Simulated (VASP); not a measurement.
**NbP (relaxed from the wurtzite structure, space group P6_3mc): computed properties**

All values below come from PBE GGA, VASP's PBE PAW potentials (set 64) (plane waves; VASP 6.6.1).

For NbP, the space group comes out as P6_3mc (186) and the cell is a = b = 3.4409 Å, c = 7.6557 Å, α = β = 90.00°, γ = 120.00°. The volume per atom is 19.62 Å^3/atom and the band gap (over mesh and band path) is none (metal, semimetal or under 0.01 eV). The density is 5.24 g/cm³.

```xyz
4
Lattice="3.4409 0.0000 0.0000 -1.7205 2.9799 0.0000 0.0000 0.0000 7.6557" Properties=species:S:1:pos:R:3 pbc="T T T"
Nb     0.0000     1.9866     0.2286
Nb     1.7205     0.9933     4.0564
P      0.0000     1.9866     2.6423
P      1.7205     0.9933     6.4701
```

The structure was generated: NbP was put into the wurtzite type (P6_3mc), which need not be its known phase. It was relaxed first, which changed the volume by -36 %. Symmetry was kept, so distortions that lower it aren't found.
